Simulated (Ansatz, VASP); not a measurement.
# Pt (linear Pt chain): VASP beside Ansatz

Aim: how closely do two programs agree when they are given the same cell, functional and k mesh? The cell is taken from a series of runs on this material, whose earlier steps may have relaxed, scaled, displaced or heated it; both programs get it as it stands.

Calculated with Ansatz 0.2.0; plane waves, with VASP 6.6.1 beside it; LDA.

## Step 1: Set-up

The cell holds 1 atom: 1 Pt. Its edges and angles: a = 7.500 Å, b = 7.500 Å, c = 2.303 Å, α = 90.0°, β = 90.0°, γ = 90.0°. Vacuum lies along a and b. The structure's axis is c.

## Step 2: VASP: single point, LDA, pair 1

A single point takes one fixed geometry, so differences don't come from the geometry; what else differs is listed under the comparison.

Lines of VASP's logs that name or quote its potential files are left out, and so is its time.

File INCAR:

```
SYSTEM = Pt
PREC = Accurate
ENCUT = 500
EDIFF = 1E-06
NELM = 200
ISMEAR = -1
SIGMA = 0.05
LREAL = .FALSE.
ALGO = Normal
GGA = PW92
NBANDS = 11
ISPIN = 2
MAGMOM = 0
LASPH = .TRUE.
LMAXMIX = 4
LORBIT = 11
LWAVE = .FALSE.
LCHARG = .FALSE.
ISIF = 2
GGA_COMPAT = .FALSE.
KPAR = 2
```

File POSCAR:

```
Pt
1.0
    7.5000000000      0.0000000000      0.0000000000
    0.0000000000      7.5000000000      0.0000000000
    0.0000000000      0.0000000000      2.3029311018
Pt
1
Direct
    0.5000000000      0.5000000000      0.0000000000
```

File KPOINTS:

```
Automatic mesh
0
Gamma
1 1 35
0 0 0
```

Potentials, in the order of the species: Pt (LDA family, release 64).

Launch:

```sh
$ mpirun -np 2 vasp_std
```

Numbers of over 12 decimals in the logs are rounded to 6 here.

The program printed:

```text
[banner, memory and clock lines left out]
running    2 mpi-ranks, on    1 nodes
 distrk:  each k-point on    1 cores,    2 groups
 distr:  one band on    1 cores,    1 groups

 POSCAR found type information on POSCAR Pt
 POSCAR found :  1 types and       1 ions
|                                                                             |
|               ----> ADVICE to this user running VASP <----                  |
|                                                                             |
|     You enforced a specific xc type in the INCAR file but a different       |
|     [... a line on the potential file left out ...]
|     I HOPE YOU KNOW WHAT YOU ARE DOING!                                     |
|                                                                             |

 LDA part: xc-table for (Slater(with rela. corr.)+PW92), standard interpolation
 POSCAR, INCAR and KPOINTS ok, starting setup
 FFT: planning ... GRIDC
 FFT: planning ... GRID_SOFT
 FFT: planning ... GRID
 WAVECAR not read
 entering main loop
       N       E                     dE             d eps       ncg     rms          rms(c)
DAV:   1     0.555363233697E+02    0.55536E+02   -0.33719E+03   792   0.634E+02
DAV:   2    -0.181477050420E+01   -0.57351E+02   -0.51903E+02  1221   0.111E+02
DAV:   3    -0.447951171276E+01   -0.26647E+01   -0.26386E+01   899   0.287E+01
DAV:   4    -0.449734561664E+01   -0.17834E-01   -0.17813E-01   922   0.270E+00
DAV:   5    -0.449770264370E+01   -0.35703E-03   -0.35701E-03   971   0.421E-01    0.741E+00
DAV:   6    -0.418254863938E+01    0.31515E+00   -0.11187E+00   832   0.658E+00    0.469E+00
DAV:   7    -0.414836184982E+01    0.34187E-01   -0.28337E-02   843   0.963E-01    0.217E+00
DAV:   8    -0.414208464130E+01    0.62772E-02   -0.60384E-03   798   0.515E-01    0.144E-01
DAV:   9    -0.414206836422E+01    0.16277E-04   -0.69428E-04   832   0.141E-01    0.381E-02
DAV:  10    -0.414209385317E+01   -0.25489E-04   -0.38157E-05   882   0.421E-02    0.928E-03
DAV:  11    -0.414212747348E+01   -0.33620E-04   -0.43777E-06   820   0.951E-03    0.519E-03
DAV:  12    -0.414216737436E+01   -0.39901E-04   -0.37728E-06   826   0.744E-03    0.298E-03
DAV:  13    -0.414219626572E+01   -0.28891E-04   -0.33774E-06   826   0.741E-03    0.173E-03
DAV:  14    -0.414221510928E+01   -0.18844E-04   -0.41427E-06   792   0.462E-03    0.101E-03
DAV:  15    -0.414221624300E+01   -0.11337E-05   -0.15221E-07   847   0.115E-03    0.255E-04
DAV:  16    -0.414221636256E+01   -0.11956E-06   -0.84954E-09   565   0.368E-04
   1 F= -.41422164E+01 E0= -.41385337E+01  d E =-.736533E-02  mag=     0.0000
```

Parts of OUTCAR (step 2):

```text
ion  position               nearest neighbor table
   1  0.500  0.500  0.000-

  LATTYP: Found a simple tetragonal cell.
 ALAT       =     7.5000000000
 C/A-ratio  =     0.3070574802

 Subroutine GETGRP returns: Found 16 space group operations
 (whereof 16 operations were pure point group operations)

The static configuration has the point symmetry D_4h.

 Found     18 irreducible k-points:

   k-points           NKPTS =     18   k-points in BZ     NKDIM =     18   number of bands    NBANDS=     11

   dimension x,y,z NGX =    56 NGY =   56 NGZ =   18
   dimension x,y,z NGXF=   112 NGYF=  112 NGZF=   36

   ENCUT  =  500.0 eV  36.75 Ry    6.06 a.u.  13.67 13.67  4.20*2*pi/ulx,y,z

   NELECT =      10.0000    total number of electrons

 k-points in reciprocal lattice and weights: Automatic mesh
   0.00000000  0.00000000  0.00000000       0.029
   0.00000000  0.00000000  0.02857143       0.057
   0.00000000  0.00000000  0.05714286       0.057
   0.00000000  0.00000000  0.08571429       0.057
   0.00000000  0.00000000  0.11428571       0.057
   0.00000000  0.00000000  0.14285714       0.057
   0.00000000  0.00000000  0.17142857       0.057
   0.00000000  0.00000000  0.20000000       0.057
   0.00000000  0.00000000  0.22857143       0.057
[...]
0.00000000  0.00000000  0.45714286       0.057
   0.00000000  0.00000000  0.48571429       0.057

 average (electrostatic) potential at core
       1 -77.6907

 E-fermi :  -4.4480

 spin component 1
 k-point     1 :       0.0000    0.0000    0.0000
  band No.  band energies     occupation
      1     -11.8999      1.00000
      2      -6.3655      1.00000
      3      -6.1191      1.00000
      4      -6.1148      1.00000
      5      -3.4061      0.00000
      6      -3.4061      0.00000
      7      -0.9160      0.00000
      8      -0.9160      0.00000
      9       1.4535      0.00000
    ...

 k-point     2 :       0.0000    0.0000    0.0286
  band No.  band energies     occupation
      1     -11.8373      1.00000
      2      -6.3483      1.00000
      3      -6.1100      1.00000
      4      -6.1057      1.00000
      5      -3.5150      0.00000
      6      -3.5150      0.00000
      7      -0.8287      0.00000
      8      -0.8287      0.00000
      9       1.4758      0.00000
    ...

 k-point     3 :       0.0000    0.0000    0.0571
  band No.  band energies     occupation
      1     -11.6502      1.00000
      2      -6.2970      1.00000
      3      -6.0828      1.00000
      4      -6.0786      1.00000
      5      -3.8035      0.00000
      6      -3.8035      0.00000
      7      -0.6021      0.00000
      8      -0.6021      0.00000
      9       1.5427      0.00000
    ...

 k-point     4 :       0.0000    0.0000    0.0857
  band No.  band energies     occupation
      1     -11.3413      1.00000
      2      -6.2117      1.00000
      3      -6.0381      1.00000
      4      -6.0341      1.00000
      5      -4.2030      0.00740
      6      -4.2030      0.00740
      7      -0.2960      0.00000
      8      -0.2960      0.00000
      9       1.6542      0.00000
    ...

 k-point     5 :       0.0000    0.0000    0.1143
  band No.  band energies     occupation
    ...
      2      -6.0929      1.00000
      3      -5.9770      1.00000
      4      -5.9732      1.00000
      5      -4.6622      0.98639
      6      -4.6622      0.98639
      7       0.0509      0.00000
      8       0.0509      0.00000
      9       1.8103      0.00000
     10       3.1262      0.00000
     11       5.0246      0.00000

 k-point     6 :       0.0000    0.0000    0.1429
  band No.  band energies     occupation
    ...
      2      -5.9408      1.00000
      3      -5.9009      1.00000
      4      -5.8973      1.00000
      5      -5.1490      1.00000
      6      -5.1490      1.00000
      7       0.4220      0.00000
      8       0.4220      0.00000
      9       2.0110      0.00000
     10       3.3221      0.00000
     11       5.2626      0.00000

  Total       -0.0886840     -0.0886840     -0.1281320     -0.0000000     -0.0000000      0.0000000
  in kB       -1.0968633     -1.0968633     -1.5847647     -0.0000000     -0.0000000      0.0000000
  external PRESSURE =      -1.2594971 kB  Pullay stress =       0.0000000 kB

  energy-cutoff  :      500.00
  volume of cell :      129.54
      direct lattice vectors                 reciprocal lattice vectors
     7.500000000  0.000000000  0.000000000     0.133333333  0.000000000  0.000000000
     0.000000000  7.500000000  0.000000000     0.000000000  0.133333333  0.000000000
     0.000000000  0.000000000  2.302931102     0.000000000  0.000000000  0.434229230

 POSITION                                       TOTAL-FORCE (eV/Angst)
 -----------------------------------------------------------------------------------
      3.75000      3.75000      0.00000         0.000000      0.000000      0.000000
 -----------------------------------------------------------------------------------
    total drift:                                0.000000      0.000000      0.000000

  FREE ENERGIE OF THE ION-ELECTRON SYSTEM (eV)
  ---------------------------------------------------
  free  energy   TOTEN  =        -4.1422163626 eV

  energy  without entropy=       -4.1348510323  energy(sigma->0) =       -4.13853370

 total charge
# of ion       s       p       d       tot
------------------------------------------
    1        0.791   0.280   8.073   9.143

 magnetization (x)
# of ion       s       p       d       tot
------------------------------------------
    1        0.000   0.000   0.000   0.000

[... 2 further parts left out ...]
```

## Step 3: Ansatz: single point, LDA, pair 1

Ansatz runs on its default PAW (the set named soft_2) files.

The same cell, functional (in two slightly different forms), mesh and smearing now go to Ansatz, which takes its cutoff from its data sets.

File input.yaml:

```yaml
crystal:
  lattice:
    - [7.5, 0.0, 0.0]
    - [0.0, 7.5, 0.0]
    - [0.0, 0.0, 2.3029311018]
  atoms:
    - { symbol: Pt, position: [0.5, 0.5, 0.0], spin: 0.6 }
magnetization:
  spin_polarized: true
kpoints:
  mp_grid: { grid: [1, 1, 35] }
scf:
  occupations: { method: fermi_dirac, width: 0.05 }
hamiltonian:
  xc: lda
output:
  transmission:
    e_range: [-2, 2]
    de: 0.035
    kmesh: [1, 1]
    reduced_basis: true
    leads: [[0, 0]]
  stress: true
```

Launch:

```sh
$ ansatz run input.yaml --threads 4 --pin off --max-ram 8192MiB --backend cpu --events-out ev --progress --plain --runs-dir out
```

The program printed:

```text
Engine: ansatz 0.2.0, aarch64-unknown-linux-gnu
Pseudopotentials: kind: paw
Pseudopotential: Pt, paw, valence charge 18, recommended cutoff 420 eV (normal), Pt.paw.azcp
Functional definition: SPW92
  exchange = slater_x
  correlation = pw_c
Crystal: 1 atoms, lattice volume = 129.540 Å³
Basis set: ecut = 420 eV, 2527 PW (Γ)
Bands: 14, of which v1, the nominal top of the filled ones, is band 9 counted from 1 (8 counted from 0)
Symmetry: 16 space group operations
Space group: P4/mmm (ITA 123), of the structure as read, at distance tolerance 5.1e-5 Å
Magnetic group: BNS 123.339 (UNI 999), of the structure as read, at distance tolerance 5.1e-5 Å
k-points: 18 of 35
Non-local potential: Pt, projectors of the file, l = 0: 3, l = 1: 2, l = 2: 2, l = 3: 1
PAW form: soft (Blöchl's): semilocal exchange-correlation on the pseudo side does not see the compensation charge
PAW frozen core: Pt, regenerated for the run's functional, and the local potential with it (the file was generated under x = pbe(κ = 0.804, μ = 0.219515), c = pbe(β = 0.066725))
PAW one-centre angular grid: Pt, 590 points (default); XC on 64 Gauss nodes
Initial density: superposition of atomic densities (neutral atoms: chi_scale 0, normalization atom)
Starting moments: Σ|m| = 0.6 μB on 1 of 1 site
Initial wavefunctions: pseudopotential atomic-orbital guess
Functional: x = slater, c = lda
SCF iter   1: F=—  HF=-12241.524386 eV  |F-HF|=—  |Δ(HF+E_count)|=         —  Δρ=2.09e-2 (↑2.09e-2 ↓1.31e-2)  dr2=7.23e-1  dr2_m=9.82e-2  M=0.054 μB ∫|m|=0.057 μB  β_m=0.30  ethr=3.10e-3  ⟨swp⟩=5.6  Hψ=2573  notcnv=0
Mixer restart at iter 1: flushing history
preconditioner: auto → LDOS  [metal: Δε(μ)=0.114 eV  Ē_g=8.278 eV  σ=0.050 eV  W_gap=0.46  n_scr=20 (ndim 8)  ℏωp=10.3 eV  f_vac=0.706  D(μ)=1.07/eV (n_scr^D=8)]
spin=Collinear: LDOS preconditioning applied to the charge; magnetization (m = ρ↑ − ρ↓) channel mixes plain (no charge-response kernel on spin).
SCF iter   2: F=—  HF=-12241.514381 eV  |F-HF|=—  |Δ(HF+E_count)|=   1.00e-2  Δρ=1.34e-2 (↑1.34e-2 ↓8.86e-3)  dr2=2.24e-1  dr2_m=5.25e-2  M=0.042 μB ∫|m|=0.042 μB  β_m=0.52  ethr=3.10e-3  ⟨swp⟩=2.2  Hψ=955  notcnv=0  defer=7
SCF iter   3: F=—  HF=-12241.629549 eV  |F-HF|=—  |Δ(HF+E_count)|=   1.15e-1  Δρ=2.25e-3 (↑2.20e-3 ↓2.25e-3)  dr2=3.12e-3  dr2_m=3.31e-3  M=0.013 μB ∫|m|=0.013 μB  β_m=0.68  ethr=1.25e-3  ⟨swp⟩=2.1  Hψ=848  notcnv=0  defer=11
SCF iter   4: F=—  HF=-12241.640570 eV  |F-HF|=—  |Δ(HF+E_count)|=   1.10e-2  Δρ=2.99e-4 (↑2.99e-4 ↓1.96e-4)  dr2=5.06e-5  dr2_m=5.75e-5  M=0.002 μB ∫|m|=0.002 μB  β_m=0.81  ethr=1.73e-5  ⟨swp⟩=2.3  Hψ=1170  notcnv=0  defer=11
SCF iter   5: F=—  HF=-12241.640585 eV  |F-HF|=—  |Δ(HF+E_count)|=   1.46e-5  Δρ=6.68e-5 (↑4.22e-5 ↓6.68e-5)  dr2=7.28e-6  dr2_m=2.12e-6  M=0.000 μB ∫|m|=0.000 μB  β_m=0.85  ethr=2.81e-7  ⟨swp⟩=2.0  Hψ=827  notcnv=0  defer=11
SCF iter   6: F=—  HF=-12241.640582 eV  |F-HF|=—  |Δ(HF+E_count)|=   2.86e-6  Δρ=1.46e-5 (↑7.36e-6 ↓1.46e-5)  dr2=2.95e-7  dr2_m=8.06e-8  M=0.000 μB ∫|m|=0.000 μB  β_m=0.86  ethr=4.04e-8  ⟨swp⟩=2.3  Hψ=718  notcnv=0  defer=11
SCF iter   7: F=—  HF=-12241.640582 eV  |F-HF|=—  |Δ(HF+E_count)|=   2.13e-8  Δρ=1.31e-6 (↑7.33e-7 ↓1.31e-6)  dr2=2.17e-9  dr2_m=8.09e-10  M=0.000 μB ∫|m|=0.000 μB  β_m=0.92  ethr=1.64e-9  ⟨swp⟩=2.3  Hψ=736  notcnv=0  defer=11
SCF iter   8: F=—  HF=-12241.640582 eV  |F-HF|=—  |Δ(HF+E_count)|=   4.36e-9  Δρ=2.10e-7 (↑2.10e-7 ↓1.65e-7)  dr2=1.18e-10  dr2_m=8.44e-12  M=0.000 μB ∫|m|=0.000 μB  β_m=0.84  ethr=1.20e-11  ⟨swp⟩=2.2  Hψ=802  notcnv=0  defer=11
SCF iter   9: F=-12241.640582 eV  HF=-12241.640582 eV  |F-HF|=1.82e-12  |Δ(HF+E_count)|=  4.37e-11  Δρ=5.02e-8 (↑5.02e-8 ↓3.29e-8)  dr2=7.44e-12  dr2_m=6.91e-13  M=0.000 μB ∫|m|=0.000 μB  ethr=1.00e-12  ⟨swp⟩=2.8  Hψ=1600  notcnv=0
SCF 1 converged in 9 iterations: F = -12241.640582 eV  dr2 = 7.44e-12
  greatest PAW one-centre occupation: 1.000 electrons in one spin orbital (limit 2), on the Pt atom at site 0 (counted from 0), in its partial waves of l = 0
WARN: the starting moments were not kept: the SCF closed with an absolute magnetisation of 5.4e-7 μB, where they sum to 0.6 μB in size (1 site). That is at most 0.1 of that sum. Measured as dr2_m measures the in/out step, that magnetisation stands 1.2e-13 eV from none, at or under the dr2_threshold of 1.0e-7 eV: it is no larger than a step whose dr2_m would equal this threshold. The system may hold no moment; this SC [...]
transmission: 6 of 36 steps passed
transmission: 9 of 36 steps passed
[...]
transmission: 36 of 36 steps passed
SCF converged after 9 iterations
Magnetization: 0.0000 μB (9.0000 up, 9.0000 down)
Absolute magnetization: 0.0000 μB (∫|ρ↑−ρ↓|, with the PAW one-centre terms)
Spin contamination: 0.0000 ħ² per cell (⟨S²⟩ above its minimum at these occupations)
Per-site moments (μB) at R_I (Å): [(2.674301099048635e-7, 0.949959)]
Free energy (F): -12241.640582 eV
Harris-Foulkes:  -12241.640582 eV  (|F-HF|=1.82e-12)
Internal energy: -12241.633937 eV  (E = F + TS)
E sigma→0 (E₀):  -12241.637260 eV
Entropy (-TS):   -0.006645 eV (-6.645 meV/atom)
Fermi energy:    -3.028521 eV
--- Per-component energies (eV) ---
  E_band       = -582.637115
  E_kinetic    = 637.603228
  E_local      = -5476.642911  (includes V_loc(G=0)·N_el)
  E_nonlocal   = 209.251131
  E_hartree    = 2321.704065
  E_xc         = -256.962945
  E_vxc        = -298.228085  (∫ρ·V_xc dr)
  E_paw        = -9179.199991  (= ΣΔE_a)
  E_vpaw       = -298.029017  (= ΣTr[D̂ρ^β])
  E_aug_tail   = 0.000181  (compensation charges beyond the density's cutoff)
  E_ewald      = -497.850564
  E_core_change = 0.463869  (= ΣΔE_core)
  E_smearing   = -0.006645  (= −TS)
  E_closure    = -0.000000  (closes the sum)
  Σ components = -12241.640582   (vs F -12241.640582, Δ=0.00e0)
--- Stress (GPa, compression-positive) ---
       -0.094553       0.000000       0.000000
        0.000000      -0.094553       0.000000
        0.000000       0.000000      -0.099595
  P = ⅓ Tr σ = -0.0962 GPa (-0.962 kbar)
--- Band table (eV; the first three rows and the last of 36) ---
  k-point 0 ↑: bands = [... 5 lower, -5.0033, -4.7624, -4.7582, -1.9744, -1.9744, 0.4633, 0.4633, 2.8323, ... 1 higher]
  k-point 1 ↑: bands = [... 5 lower, -4.9862, -4.7533, -4.7491, -2.0839, -2.0839, 0.5510, 0.5510, 2.8547, ... 1 higher]
  k-point 2 ↑: bands = [... 5 lower, -4.9350, -4.7261, -4.7220, -2.3733, -2.3733, 0.7782, 0.7782, 2.9216, ... 1 higher]
  k-point 17 ↓: bands = [... 5 lower, -7.5557, -3.4872, -3.4863, -2.6240, 2.2445, 6.8797, 7.5806, 7.5806, ... 1 higher]
--- Transmission ---
  basis      : 497 plane waves across, 3 finite elements along
  points     : 1, standing for a mesh of 1 x 1
  filling    : by the input's occupations and mesh, since the crystals that have channels conduct as metals do. If one of these is a semiconductor, that mesh has misplaced its level
  energies   : 115 from -2.000000 to 1.990000 eV about the Fermi level, 0.035000 eV apart; the leads are filled to 0.000000 eV, and channels, transmission and decay are at -0.005000 eV
  crystal 0  : Pt1, at the sites [0, 0], period 2.3029 Å: whole cells are its period
    offset         : up to 0.0000 Å between an atom of the period and one for which it stands
    filled         : 18.5 meV under the level at which it is neutral
    channels       : 4.000000e0 up, 4.000000e0 down
    conductance    : 5.5098e14 S/m² at 300 K; may be off by some 0.0 % by where its bands' edges are placed, 0.0 % from the distance to neutral
```

## Step 4: Differences

Known differences besides the potentials themselves: the data sets hold 18 valence electrons in Ansatz (on its default PAW (the set named soft_2) files) and 10 in VASP; the cutoff is 420 eV in Ansatz and 500 eV in VASP; VASP's log shows a relativistic correction to its local exchange, Ansatz's none. Total energies have different zeros and are not compared.

Both answers:

| quantity | Ansatz | VASP | difference |
| --- | --- | --- | --- |
| pressure (GPa) | -0.10 | -0.13 | +0.03 |

## Step 5: Ansatz: single point, LDA, pair 2

A single point takes one fixed geometry, so differences don't come from the geometry; what else differs is listed under the comparison. The cell compared in this pair holds 114.00 Å³, against 129.54 Å³ for the pair before.

The cell is taken from a series of runs on this material, whose earlier steps may have relaxed, scaled, displaced or heated it; both programs get it as it stands.

Edit input.yaml of step 3 so:

```diff
@@ -4,3 +4,3 @@
     - [0.0, 7.5, 0.0]
-    - [0.0, 0.0, 2.3029311018]
+    - [0.0, 0.0, 2.0265793695]
   atoms:
@@ -10,3 +10,3 @@
 kpoints:
-  mp_grid: { grid: [1, 1, 35] }
+  mp_grid: { grid: [1, 1, 40] }
 scf:
```

The program printed:

```text
[...]
Crystal: 1 atoms, lattice volume = 113.995 Å³
Basis set: ecut = 420 eV, 2223 PW (Γ)
Bands: 14, of which v1, the nominal top of the filled ones, is band 9 counted from 1 (8 counted from 0)
Symmetry: 16 space group operations
[...]
k-points: 21 of 40
[...]
Starting moments: Σ|m| = 0.6 μB on 1 of 1 site
[...]
--- Transmission ---
  basis      : 497 plane waves across, 3 finite elements along
  points     : 1, standing for a mesh of 1 x 1
[...]
crystal 0  : Pt1, at the sites [0, 0], period 2.0266 Å: whole cells are its period
[...]
filled         : 19.2 meV under the level at which it is neutral
    channels       : 4.000000e0 up, 4.000000e0 down
[...]
[key lines of the parts left out:]
SCF converged after 9 iterations
Magnetization: 0.0000 μB (9.0000 up, 9.0000 down)
Free energy (F): -12240.325393 eV
Fermi energy:    -1.877897 eV
P = ⅓ Tr σ = 11.2526 GPa (112.526 kbar)
```

[end of part 1 of 2]

[Lines on the potential files, build, host, timing and source positions are cut from VASP's logs without a mark.]

[Logs are printed without paths, hosts, clocks, repeated set-up lines and the standing remarks that a program may print on its own settings, such as how far it seeks lower states.]

[Hosts, paths, dates, database ids (printed as entryN), source tags and the programs' standing remarks are cut or masked in the printed files.]
